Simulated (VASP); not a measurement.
# MnRuN2 (I-42d) in VASP: relaxation of cell and atoms with PBE

Aim: the relaxation of cell and atoms of MnRuN2 with PBE.

Program: VASP 6.6.1. These are calculated values, not measurements. Logs are shortened: lines on timing, memory, paths and dates and some standing lists are left out, and cuts for length are marked.

**1. Starting point**

It takes space group I-42d (No. 122, tetragonal). The conventional cell has a = 4.470 Å, b = 4.470 Å, c = 8.960 Å, α = 90.00°, β = 90.00°, γ = 90.00°. Around Mn (site symmetry -4) lie 4 N at 1.94 Å. Ru (site symmetry -4) has 4 N at 1.94 Å as nearest neighbours. N (site symmetry 2) is surrounded by 2 Mn at 1.94 Å and 2 Ru at 1.94 Å.

The cell was built by a generator and needn't be a form met in nature.

**2. Relaxation of cell and atoms, PBE, collinear spin, ferromagnetic start**

INCAR reads:

```
SYSTEM = MnRuN2
PREC     = Normal         ! precision mode
ENCUT    = 520            ! plane-wave cutoff, eV
EDIFF    = 1E-4           ! SCF threshold, eV
ISMEAR   = 0              ! smearing method
SIGMA    = 0.15           ! smearing width, eV
LREAL    = .FALSE.        ! projectors in reciprocal space
LASPH    = .TRUE.         ! aspherical terms in the spheres
NELM     = 60             ! most SCF steps
ALGO     = Fast           ! electronic algorithm
ISIF     = 3              ! what is computed and relaxed
LWAVE    = .FALSE.        ! write WAVECAR
LCHARG   = .FALSE.        ! write CHGCAR
ISPIN    = 2              ! spin polarisation
MAGMOM   = 4 4 1 1 0 0 0 0 ! initial moments
LORBIT   = 11             ! projections on sites
LMAXMIX  = 4              ! l up to which the mixer works
GGA      = PE             ! functional
IBRION   = 2              ! ionic algorithm
NSW      = 24             ! ionic steps
EDIFFG   = -0.08          ! ionic threshold
KPAR     = 2
```

KPOINTS reads:

```
regular mesh
0
G
  4 4 4
  0 0 0
```

POSCAR reads:

```
MnRuN2
1.0
   -2.2350000000      2.2350000000      4.4800000000
    2.2350000000     -2.2350000000      4.4800000000
    2.2350000000      2.2350000000     -4.4800000000
Mn Ru N
2 2 4
Direct
    0.0000000000      0.0000000000      0.0000000000
    0.7500000000      0.2500000000      0.5000000000
    0.5000000000      0.5000000000      0.0000000000
    0.2500000000      0.7500000000      0.5000000000
    0.6250000000      0.6250000000      0.5000000000
    0.1250000000      0.1250000000      0.5000000000
    0.3750000000      0.8750000000      0.0000000000
    0.8750000000      0.3750000000      0.0000000000
```

Potentials or basis: VASP PAW PBE potentials, release 64 (Mn_pv, Ru_pv, N).

Started as:

```console
cat potpaw_PBE.64/Mn_pv/POTCAR potpaw_PBE.64/Ru_pv/POTCAR potpaw_PBE.64/N/POTCAR > POTCAR
mpirun -np 2 vasp_std > vasp.out
```

OUTCAR:

```text
SYSTEM = MnRuN2
   PREC = Normal
   ENCUT = 520
   EDIFF = 1E-4
   ISMEAR = 0
   LREAL = .FALSE.
   LASPH = .TRUE.
   NELM = 60
   ISIF = 3
   ISPIN = 2
   LORBIT = 11
   GGA = PE
   IBRION = 2
   NSW = 24
   EDIFFG = -0.08

 ion  position               nearest neighbor table
   1  0.000  0.000  0.000-   6 1.94   7 1.94   8 1.94   5 1.94   3 3.16   3 3.16   3 3.16   3 3.16
                             4 3.16   2 3.16   2 3.16   4 3.16   2 3.16   2 3.16   4 3.16   4 3.16
   2  0.750  0.250  0.500-   5 1.94   6 1.94   8 1.94   7 1.94   4 3.16   4 3.16   4 3.16   4 3.16
                             3 3.16   1 3.16   1 3.16   3 3.16   3 3.16   3 3.16   1 3.16   1 3.16
   3  0.500  0.500  0.000-   5 1.94   7 1.94   8 1.94   6 1.94   1 3.16   1 3.16   1 3.16   1 3.16
                             4 3.16   2 3.16   2 3.16   4 3.16   4 3.16   4 3.16   2 3.16   2 3.16
   4  0.250  0.750  0.500-   5 1.94   6 1.94   7 1.94   8 1.94   2 3.16   2 3.16   2 3.16   2 3.16
                             3 3.16   1 3.16   1 3.16   3 3.16   1 3.16   1 3.16   3 3.16   3 3.16
   5  0.625  0.625  0.500-   1 1.94   2 1.94   4 1.94   3 1.94
   6  0.125  0.125  0.500-   2 1.94   3 1.94   4 1.94   1 1.94
   7  0.375  0.875  0.000-   1 1.94   2 1.94   3 1.94   4 1.94
   8  0.875  0.375  0.000-   1 1.94   3 1.94   4 1.94   2 1.94

  LATTYP: Found a body centered tetragonal cell.
 ALAT       =     4.4700000000
 C/A-ratio  =     2.0044742729

  Lattice vectors:

 A1 = (  -2.2350000000,   2.2350000000,   4.4800000000)
 A2 = (   2.2350000000,  -2.2350000000,   4.4800000000)
 A3 = (   2.2350000000,   2.2350000000,  -4.4800000000)

Analysis of symmetry for initial positions (statically):
=====================================================================
 Subroutine PRICEL returns:
 Original cell was already a primitive cell.

 Routine SETGRP: Setting up the symmetry group for a
 body centered tetragonal supercell.

 Subroutine GETGRP returns: Found  8 space group operations
 (whereof  4 operations were pure point group operations)
 out of a pool of 16 trial point group operations.

The static configuration has the point symmetry S_4 .
 The point group associated with its full space group is D_2d.

Analysis of symmetry for dynamics (positions and initial velocities):
=====================================================================
 Subroutine PRICEL returns:
 Original cell was already a primitive cell.

 Routine SETGRP: Setting up the symmetry group for a
 body centered tetragonal supercell.

 Subroutine GETGRP returns: Found  8 space group operations
 (whereof  4 operations were pure point group operations)
 out of a pool of 16 trial point group operations.

The dynamic configuration has the point symmetry S_4 .
 The point group associated with its full space group is D_2d.

Analysis of structural, dynamic, and magnetic symmetry:
=====================================================================
 Subroutine PRICEL returns:
 Original cell was already a primitive cell.

 Routine SETGRP: Setting up the symmetry group for a
 body centered tetragonal supercell.

 Subroutine GETGRP returns: Found  8 space group operations
 (whereof  4 operations were pure point group operations)
 out of a pool of 16 trial point group operations.

The overall configuration has the point symmetry S_4 .
 The point group associated with its full space group is D_2d.

 Subroutine INISYM returns: Found  8 space group operations
 (whereof  4 operations are pure point group operations),
 and found     1 'primitive' translations

----------------------------------------------------------------------------------------

                                     Primitive cell

  volume of cell :      89.5144

  direct lattice vectors                    reciprocal lattice vectors
    -2.235000000  2.235000000  4.480000000     0.000000000  0.223713647  0.111607143
     2.235000000 -2.235000000  4.480000000     0.223713647  0.000000000  0.111607143
     2.235000000  2.235000000 -4.480000000     0.223713647  0.223713647  0.000000000

  length of vectors
     5.482777581  5.482777581  5.482777581     0.250007900  0.250007900  0.316378873

  position of ions in fractional coordinates (direct lattice)
     0.000000000  0.000000000  0.000000000
     0.750000000  0.250000000  0.500000000
     0.500000000  0.500000000  0.000000000
     0.250000000  0.750000000  0.500000000
     0.625000000  0.625000000  0.500000000
     0.125000000  0.125000000  0.500000000
     0.375000000  0.875000000  0.000000000
     0.875000000  0.375000000  0.000000000

  ion indices of the primitive-cell ions
   primitive index   ion index
                 1           1
                 2           2
                 3           3
                 4           4
                 5           5
                 6           6
                 7           7
                 8           8

----------------------------------------------------------------------------------------

 KPOINTS: regular mesh

Automatic generation of k-mesh.
 Grid dimensions read from file:
 generate k-points for:    4    4    4

 Generating k-lattice:

  Cartesian coordinates                     Fractional coordinates (reciprocal lattice)
     0.000000000  0.055928412  0.027901786     0.250000000  0.000000000  0.000000000
     0.055928412  0.000000000  0.027901786     0.000000000  0.250000000  0.000000000
     0.055928412  0.055928412  0.000000000     0.000000000  0.000000000  0.250000000

  Length of vectors
     0.062501975  0.062501975  0.079094718

  Shift w.r.t. Gamma in fractional coordinates (k-lattice)
     0.000000000  0.000000000  0.000000000

 Subroutine IBZKPT returns following result:
 ===========================================

 Found     13 irreducible k-points:

 Following reciprocal coordinates:
            Coordinates               Weight
  0.000000  0.000000  0.000000      1.000000
  0.250000  0.000000  0.000000      8.000000
  0.500000  0.000000  0.000000      4.000000
  0.250000  0.250000  0.000000      8.000000
  0.500000  0.250000  0.000000     16.000000
 -0.250000  0.250000  0.000000      4.000000
  0.500000  0.500000  0.000000      2.000000
  0.250000  0.250000  0.250000      2.000000
 -0.250000  0.250000  0.250000      4.000000
  0.500000  0.500000  0.250000      4.000000
 -0.250000  0.500000  0.250000      8.000000
 -0.250000 -0.250000  0.250000      2.000000
  0.500000  0.500000  0.500000      1.000000
   k-points           NKPTS =     13   k-points in BZ     NKDIM =     13   number of bands    NBANDS=     49
   number of dos      NEDOS =    301   number of ions     NIONS =      8
   total plane-waves  NPLWV =  32768
   dimension x,y,z NGX =    32 NGY =   32 NGZ =   32
   dimension x,y,z NGXF=    64 NGYF=   64 NGZF=   64
   ions per type =               2   2   4
   NGX,Y,Z   is equivalent  to a cutoff of   9.70,  9.70,  9.70 a.u.
   NGXF,Y,Z  is equivalent  to a cutoff of  19.41, 19.41, 19.41 a.u.
 SYSTEM =  MnRuN2
   PREC   = normal    normal or accurate (medium, high low for compatibility)
   ISTART =      0    job   : 0-new  1-cont  2-samecut
   ICHARG =      2    charge: 1-file 2-atom 10-const
   ISPIN  =      2    spin polarized calculation?
   LNONCOLLINEAR =      F non collinear calculations
   LSORBIT =      F    spin-orbit coupling
   LASPH  =      T    aspherical Exc in radial PAW
   ENCUT  =  520.0 eV  38.22 Ry    6.18 a.u.  10.19 10.19 10.19*2*pi/ulx,y,z
   NELM   =     60;   NELMIN=  2; NELMDL= -5     # of ELM steps
   EDIFF  = 0.1E-03   stopping-criterion for ELM
   LREAL  =      F    real-space projection
   EDIFFG = -.8E-01   stopping-criterion for IOM
   NSW    =     24    number of steps for IOM
   IBRION =      2    ionic relax: 0-MD 1-quasi-New 2-CG
   NFREE  =      1    steps in history (QN), initial steepest desc. (CG)
   ISIF   =      3    stress and relaxation
   ISYM   =      2    0-nonsym 1-usesym 2-fastsym
   POTIM  = 0.5000    time-step for ionic-motion
   TEBEG  =    0.0;   TEEND  =   0.0 temperature during run
   PSTRESS=    0.0 pullay stress
   NELECT =      74.0000    total number of electrons
   NUPDOWN=      -1.0000    fix difference up-down
   EMIN   =  10.00;   EMAX   =-10.00  energy-range for DOS
   EFERMI =   0.00;   METHOD = LEGACY
   ISMEAR =     0;   SIGMA  =   0.15  broadening in eV -4-tet -1-fermi 0-gaus
   EFERMI_NEDOS =   21; number of points for ismear=-14 and -15
   IALGO  =     68    algorithm
   IMIX   =      4    mixing-type and parameters
     AMIX     =   0.40;   BMIX     =  1.00
     AMIX_MAG =   1.60;   BMIX_MAG =  1.00
  volume/ion in A,a.u.               =      11.19        75.51
  Fermi-wavevector in a.u.,A,eV,Ry     =   1.536459  2.903487 32.119370  2.360707
  Thomas-Fermi vector in A             =   2.643105
   LORBIT       =     11    0 simple, 1 ext, 2 COOP (PROOUT), +10 PAW based schemes
   GGA     = PE    functional components
   LHFCALC =     F    Hartree Fock is set to
   AEXX    =    0.0000 exact exchange contribution
   IVDW    =     0    specifies the selected vdW correction
   LEPSILON=     F    determine dielectric tensor
   LRPA    =     F    only Hartree local field effects (RPA)
 conjugate gradient relaxation of ions
 spin polarized calculation
 RMM-DIIS sequential band-by-band and
 Gauss-broadening in eV      SIGMA  =   0.15
  energy-cutoff  :      520.00
  volume of cell :       89.51
 maximum number of plane-waves:      2453
   NGX = 21   NGY = 21   NGZ = 21

--------------------------------------- Ionic step        1  -------------------------------------------

 number of electron      74.0000000 magnetization      10.0000000

 number of electron      74.0000020 magnetization       3.6270378

 Free energy of the ion-electron system (eV)
  ---------------------------------------------------
  ext. energy  EPLUGINS =         0.00000000
  ---------------------------------------------------
  free energy    TOTEN  =       -69.76005766 eV

  energy without entropy =      -69.70471221  energy(sigma->0) =      -69.73238494

------------------------ aborting loop because EDIFF is reached ----------------------------------------

  FORCE on cell =-STRESS in cart. coord.  units (eV):
  Direction    XX          YY          ZZ          XY          YZ          ZX
  --------------------------------------------------------------------------------------
  -------------------------------------------------------------------------------------
  Total       -1.8871697     -1.8871697     -2.4216403      0.0000000     -0.0000000      0.0000000
  in kB      -33.7775749    -33.7775749    -43.3438179      0.0000000     -0.0000000      0.0000000
  external PRESSURE =     -36.9663226 kB  Pullay stress =       0.0000000 kB
[... 153 lines left out ...]
  energy  without entropy=      -70.0473875771  energy(sigma->0) =      -70.07951228

--------------------------------------- Ionic step        5  -------------------------------------------

 number of electron      73.9999969 magnetization       0.3371744

 Free energy of the ion-electron system (eV)
  ---------------------------------------------------
  ext. energy  EPLUGINS =         0.00000000
  ---------------------------------------------------
  free energy    TOTEN  =       -70.20659512 eV

  energy without entropy =      -70.13794926  energy(sigma->0) =      -70.17227219

 E-fermi :   8.9364     XC(G=0): -12.5986

 val. band max:        8.9223636971   @ k =  -0.2500   0.2500   0.0000
 cond. band min:       8.9596294114   @ k =   0.5000   0.2500   0.0000
 fundamental gap:      0.0372657143
 Fermi energy:         8.9363799869

 spin component 1

 k-point     1 :       0.0000    0.0000    0.0000
  band No.  band energies     occupation
      1     -39.6183      1.00000
      2     -39.6020      1.00000
      3     -39.6020      1.00000
      4     -39.5787      1.00000
      5     -39.5787      1.00000
      6     -39.5654      1.00000
[... 665 lines left out ...]
     48      12.1864      0.00000
     49      14.1050      0.00000
 Fermi energy:         8.9363799869

 spin component 2

 k-point     1 :       0.0000    0.0000    0.0000
  band No.  band energies     occupation
      1     -39.4677      1.00000
      2     -39.4143      1.00000
      3     -39.4069      1.00000
      4     -39.4069      1.00000
      5     -39.3833      1.00000
      6     -39.3833      1.00000
[... 700 lines left out ...]
  FREE ENERGIE OF THE ION-ELECTRON SYSTEM (eV)
  ---------------------------------------------------
  free  energy   TOTEN  =       -70.2065951154 eV

  energy  without entropy=      -70.1379492623  energy(sigma->0) =      -70.17227219

 reached required accuracy - stopping structural energy minimisation

 total charge

# of ion       s       p       d       tot
------------------------------------------
    1        0.399   6.427   5.350  12.176
    2        0.399   6.427   5.350  12.176
    3        0.324   6.281   6.096  12.702
    4        0.324   6.281   6.096  12.702
    5        1.264   2.445   0.000   3.709
    6        1.264   2.445   0.000   3.709
    7        1.264   2.445   0.000   3.709
    8        1.264   2.445   0.000   3.709
--------------------------------------------------
tot          6.502  35.197  22.893  64.593

 magnetization (x)

# of ion       s       p       d       tot
------------------------------------------
    1        0.003   0.001   0.171   0.175
    2        0.003   0.001   0.171   0.175
    3        0.001  -0.000  -0.002  -0.000
    4        0.001  -0.000  -0.002  -0.000
    5       -0.000  -0.003   0.000  -0.003
    6       -0.000  -0.003   0.000  -0.003
    7       -0.000  -0.003   0.000  -0.003
    8       -0.000  -0.003   0.000  -0.003
--------------------------------------------------
tot          0.008  -0.008   0.339   0.339
```

Run time: 3.7 min. Hardware: 2 MPI ranks of AMD EPYC 7R13 (Zen 3), shared host; peak memory 0.24 GiB.

What came out:

| Item | Value |
| --- | --- |
| Free energy | -70.2066 eV |
| Relaxed volume | 10.63 Å³/atom |
| Relaxed cell | a = 5.375 Å, b = 5.375 Å, c = 5.375 Å, α = 131.59°, β = 131.59°, γ = 70.87° |
| Space group after relaxing (to 0.05 Å) | I-42d (No. 122) |
| Energy gained by relaxing | 55.8 meV/atom |
| Ionic steps | 5 |
| Pressure after relaxing | 0.1 GPa |
| Largest force after relaxing | 0.022 eV/Å |
| Band gap on the k mesh | none (metal or under the smearing width) |
| Net moment | 0.34 μB per cell |
| Site moments | Mn +0.17; Ru -0.00; N -0.00 μB |
| Valence electrons inside the program's atomic spheres | Mn 12.18; Ru 12.70; N 3.71 |

Forces in eV/Å, atoms in the order of the input:
```
Mn   0.000  0.000  0.000
Mn   0.000  0.000  0.000
Ru   0.000  0.000  0.000
Ru   0.000  0.000  0.000
N    0.000 -0.022  0.000
N    0.000  0.022  0.000
N   -0.022  0.000  0.000
N    0.022  0.000  0.000
```

Stress tensor (GPa, compression positive):
```
 0.42  0.00  0.00
 0.00  0.42  0.00
 0.00  0.00 -0.40
```

The path:
```
step  energy change (eV)  largest force (eV/Å)  pressure (GPa)  volume (Å³)
   1              0.0000                1.2917           -3.70        89.51
   2             -0.2956                0.8418            1.10        86.21
   3             -0.3814                0.5182            6.31        83.43
   4             -0.3516                0.6818           -5.86        87.09
   5             -0.4465                0.0216            0.15        85.05
```

Final structure:
```yaml
crystal:
  lattice:
    - [-2.20347, 2.20347, 4.37919]
    - [2.20347, -2.20347, 4.37919]
    - [2.20347, 2.20347, -4.37919]
  atoms:
    - { symbol: Mn, position: [0.00000, 0.00000, 0.00000] }
    - { symbol: Mn, position: [0.75000, 0.25000, 0.50000] }
    - { symbol: Ru, position: [0.50000, 0.50000, 0.00000] }
    - { symbol: Ru, position: [0.25000, 0.75000, 0.50000] }
    - { symbol: N, position: [0.65868, 0.62500, 0.53368] }
    - { symbol: N, position: [0.09132, 0.12500, 0.46632] }
    - { symbol: N, position: [0.37500, 0.90868, 0.03368] }
    - { symbol: N, position: [0.87500, 0.34132, 0.96632] }
```

Caveat: the k mesh is coarse (spacing up to 0.50 Å⁻¹), so the values aren't converged; the moment fell far below its start of 4 μB, so a state of higher moment may lie lower in energy; the relaxation stopped at a loose force limit of 0.08 eV/Å, so its end isn't a converged minimum.
